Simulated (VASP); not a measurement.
# MnRh (Pm-3m) in VASP: single point with LDA

Aim: the single point of MnRh with LDA.

Program: VASP 6.6.1. These are calculated values, not measurements. Logs are shortened: lines on timing, memory, paths and dates and some standing lists are left out, and cuts for length are marked.

## 1. The cell of the first run

The structure is cubic, space group Pm-3m (No. 221). Conventional cell: a = 2.954 Å, b = 2.954 Å, c = 2.954 Å, α = 90.00°, β = 90.00°, γ = 90.00°. Mn (site symmetry m-3m) has 8 Rh at 2.56 Å as nearest neighbours. Rh (site symmetry m-3m) is surrounded by 8 Mn at 2.56 Å.

## 2. Single point, LDA, collinear spin, typed start (relaxed again under DFT LDA, scalar-relativistic, plane waves, PAW)

File INCAR:

```
SYSTEM = MnRh
PREC     = Accurate       ! precision mode
ENCUT    = 520            ! plane-wave cutoff, eV
EDIFF    = 1E-7           ! SCF threshold, eV
ISMEAR   = 0              ! smearing method
SIGMA    = 0.1            ! smearing width, eV
LREAL    = .False.        ! projectors in reciprocal space
LASPH    = .True.         ! aspherical terms in the spheres
NELM     = 150            ! most SCF steps
ALGO     = Normal         ! electronic algorithm
ISIF     = 2              ! what is computed and relaxed
LWAVE    = .False.        ! write WAVECAR
LCHARG   = .False.        ! write CHGCAR
ISPIN    = 2              ! spin polarisation
MAGMOM   = 3.81 0.6       ! initial moments
LORBIT   = 11             ! projections on sites
LMAXMIX  = 4              ! l up to which the mixer works
GGA      = CA             ! functional
NBANDS   = 25             ! bands
```

File KPOINTS:

```
regular mesh
0
Gamma
  14 14 14
  0 0 0
```

File POSCAR:

```
MnRh
1.0
    2.9540592638      0.0000000000      0.0000000000
    0.0000000000      2.9540592638      0.0000000000
    0.0000000000      0.0000000000      2.9540592638
Mn Rh
1 1
Direct
    0.0000000000      0.0000000000      0.0000000000
    0.5000000000      0.5000000000      0.5000000000
```

Potentials or basis: VASP PAW LDA potentials, release 64 (Mn_pv, Rh_pv).

Started as:

```
$ cat potpaw_LDA.64/Mn_pv/POTCAR potpaw_LDA.64/Rh_pv/POTCAR > POTCAR
$ mpirun -np 1 vasp_std > vasp.out
```

OUTCAR:

```text
SYSTEM = MnRh
   PREC = Accurate
   ENCUT = 520
   EDIFF = 1E-7
   ISMEAR = 0
   LREAL = .False.
   LASPH = .True.
   NELM = 150
   ISIF = 2
   ISPIN = 2
   LORBIT = 11
   GGA = CA

 ion  position               nearest neighbor table
   1  0.000  0.000  0.000-   2 2.56   2 2.56   2 2.56   2 2.56   2 2.56   2 2.56   2 2.56   2 2.56

   2  0.500  0.500  0.500-   1 2.56   1 2.56   1 2.56   1 2.56   1 2.56   1 2.56   1 2.56   1 2.56

  LATTYP: Found a simple cubic cell.
 ALAT       =     2.9540592638

  Lattice vectors:

 A1 = (   2.9540592638,   0.0000000000,   0.0000000000)
 A2 = (   0.0000000000,   2.9540592638,   0.0000000000)
 A3 = (   0.0000000000,   0.0000000000,   2.9540592638)

Analysis of symmetry for initial positions (statically):
=====================================================================
 Subroutine PRICEL returns:
 Original cell was already a primitive cell.

 Routine SETGRP: Setting up the symmetry group for a
 simple cubic supercell.

 Subroutine GETGRP returns: Found 48 space group operations
 (whereof 48 operations were pure point group operations)
 out of a pool of 48 trial point group operations.

The static configuration has the point symmetry O_h .

Analysis of symmetry for dynamics (positions and initial velocities):
=====================================================================
 Subroutine PRICEL returns:
 Original cell was already a primitive cell.

 Routine SETGRP: Setting up the symmetry group for a
 simple cubic supercell.

 Subroutine GETGRP returns: Found 48 space group operations
 (whereof 48 operations were pure point group operations)
 out of a pool of 48 trial point group operations.

The dynamic configuration has the point symmetry O_h .

Analysis of structural, dynamic, and magnetic symmetry:
=====================================================================
 Subroutine PRICEL returns:
 Original cell was already a primitive cell.

 Routine SETGRP: Setting up the symmetry group for a
 simple cubic supercell.

 Subroutine GETGRP returns: Found 48 space group operations
 (whereof 48 operations were pure point group operations)
 out of a pool of 48 trial point group operations.

The overall configuration has the point symmetry O_h .

 Subroutine INISYM returns: Found 48 space group operations
 (whereof 48 operations are pure point group operations),
 and found     1 'primitive' translations

----------------------------------------------------------------------------------------

[... 110 lines left out ...]
   IMIX   =      4    mixing-type and parameters
     AMIX     =   0.40;   BMIX     =  1.00
     AMIX_MAG =   1.60;   BMIX_MAG =  1.00
  volume/ion in A,a.u.               =      12.89        86.98
  Fermi-wavevector in a.u.,A,eV,Ry     =   1.682835  3.180098 38.530814  2.831935
  Thomas-Fermi vector in A             =   2.766144
   LORBIT       =     11    0 simple, 1 ext, 2 COOP (PROOUT), +10 PAW based schemes
   GGA     = CA    functional components
   LHFCALC =     F    Hartree Fock is set to
   AEXX    =    0.0000 exact exchange contribution
   IVDW    =     0    specifies the selected vdW correction
   LEPSILON=     F    determine dielectric tensor
   LRPA    =     F    only Hartree local field effects (RPA)
 spin polarized calculation
 Gauss-broadening in eV      SIGMA  =   0.10
  energy-cutoff  :      520.00
  volume of cell :       25.78
 maximum number of plane-waves:       739
 NGX is ok and might be reduce to    24
   NGX = 11   NGY = 11   NGZ = 11

 number of electron      27.9999995 magnetization       3.9312042

 Free energy of the ion-electron system (eV)
  ---------------------------------------------------
  ext. energy  EPLUGINS =         0.00000000
  ---------------------------------------------------
  free energy    TOTEN  =       -18.58442043 eV

  energy without entropy =      -18.57580990  energy(sigma->0) =      -18.58011517

 E-fermi :  10.7068     XC(G=0): -13.9976

 val. band max:       10.6995225381   @ k =   0.3571   0.0714   0.0714
 cond. band min:      10.7083784655   @ k =   0.4286   0.4286   0.0000
 fundamental gap:      0.0088559274
 Fermi energy:        10.7067785004

 spin component 1

 k-point     1 :       0.0000    0.0000    0.0000
  band No.  band energies     occupation
      1     -38.3998      1.00000
      2     -38.3998      1.00000
      3     -38.3998      1.00000
      4     -35.7949      1.00000
      5     -35.7949      1.00000
      6     -35.7949      1.00000
[... 661 lines left out ...]
     24      30.9192      0.00000
     25      31.0823      0.00000

 [... further k-points ...]

 spin component 2

 k-point     1 :       0.0000    0.0000    0.0000
  band No.  band energies     occupation
      1     -35.5231      1.00000
      2     -35.5231      1.00000
      3     -35.5231      1.00000
      4     -35.0300      1.00000
      5     -35.0300      1.00000
      6     -35.0300      1.00000
[... 661 lines left out ...]
     24      31.7195      0.00000
     25      31.8689      0.00000

 [... further k-points ...]
[... 5 lines left out ...]
  --------------------------------------------------------------------------------------
  -------------------------------------------------------------------------------------
  Total       -0.0271414     -0.0271414     -0.0271414     -0.0000000      0.0000000     -0.0000000
  in kB       -1.6868865     -1.6868865     -1.6868865     -0.0000000      0.0000000     -0.0000000
  external PRESSURE =      -1.6868865 kB  Pullay stress =       0.0000000 kB

 VOLUME and BASIS-vectors are now :
 -----------------------------------------------------------------------------
  energy-cutoff  :      520.00
  volume of cell :       25.78
      direct lattice vectors                 reciprocal lattice vectors
     2.954059264  0.000000000  0.000000000     0.338517244  0.000000000  0.000000000
     0.000000000  2.954059264  0.000000000     0.000000000  0.338517244  0.000000000
     0.000000000  0.000000000  2.954059264     0.000000000  0.000000000  0.338517244

 POSITION                                       TOTAL-FORCE (eV/Angst)
 -----------------------------------------------------------------------------------
      0.00000      0.00000      0.00000         0.000000      0.000000      0.000000
      1.47703      1.47703      1.47703         0.000000      0.000000      0.000000
 -----------------------------------------------------------------------------------
    total drift:                                0.000000      0.000000     -0.000000

  FREE ENERGIE OF THE ION-ELECTRON SYSTEM (eV)
  ---------------------------------------------------
  free  energy   TOTEN  =       -18.5844204331 eV

  energy  without entropy=      -18.5758098974  energy(sigma->0) =      -18.58011517

 total charge

# of ion       s       p       d       tot
------------------------------------------
    1        0.374   6.325   5.025  11.723
    2        0.428   6.310   7.174  13.912
--------------------------------------------------
tot          0.801  12.634  12.199  25.635

 magnetization (x)

# of ion       s       p       d       tot
------------------------------------------
    1        0.013   0.013   3.168   3.194
    2       -0.009  -0.003   0.633   0.621
--------------------------------------------------
tot          0.004   0.010   3.801   3.815
```

stdout:

```text
POSCAR found type information on POSCAR MnRh
 POSCAR found :  2 types and       2 ions
 scaLAPACK will be used
 LDA part: xc-table for (Slater(with rela. corr.)+CA(PZ))
 , standard interpolation
 POSCAR, INCAR and KPOINTS ok, starting setup
 FFT: planning ... GRIDC
 FFT: planning ... GRID_SOFT
 FFT: planning ... GRID
 WAVECAR not read
 entering main loop
```

Wall time 48 s (1 thread of Intel Xeon 6975P-C (Granite Rapids), shared host); peak memory 0.23 GiB.

What came out:

| Property | Result |
| --- | --- |
| Free energy | -18.5844 eV |
| Pressure | -0.2 GPa |
| Band gap on the k mesh | none (metal or under the smearing width) |
| Net moment | 3.93 μB per cell |
| Site moments | Mn +3.19; Rh +0.62 μB |
| Valence electrons inside the program's atomic spheres | Mn 11.72; Rh 13.91 |

Levels at points of the mesh, in eV from the Fermi level:
Spin up:
| k point | band 14 | band 15 | band 16 | band 17 | band 18 | band 19 |
| --- | --- | --- | --- | --- | --- | --- |
| (0.00, 0.00, 0.00) | -1.03 | 0.39 | 0.39 | 0.39 | 8.95 | 8.95 |
| (0.50, 0.00, 0.00) | -2.11 | -1.43 | -1.31 | 0.10 | 1.07 | 14.86 |
| (0.50, 0.50, 0.00) | -0.42 | 0.42 | 0.42 | 0.75 | 0.75 | 7.78 |
| (0.50, 0.50, 0.50) | -0.90 | -0.35 | -0.35 | 8.45 | 8.45 | 8.45 |
Spin down:
```
           k point  band 8  band 9  band 10  band 11  band 12  band 13  band 14  band 15  band 16  band 17
(0.00, 0.00, 0.00)   -5.03   -5.03    -1.83    -1.83    -1.83     1.21     1.21     2.40     2.40     2.40
(0.50, 0.00, 0.00)   -3.68   -3.56    -2.26    -2.26    -0.95    -0.71     0.36     0.36     1.27     1.63
(0.50, 0.50, 0.00)   -4.78   -3.31    -3.31     0.16     0.62     0.92     0.92     1.44     2.15     2.77
(0.50, 0.50, 0.50)   -4.21   -4.21    -1.31    -1.31    -1.31     0.24     0.24     2.20     2.20     9.60
```
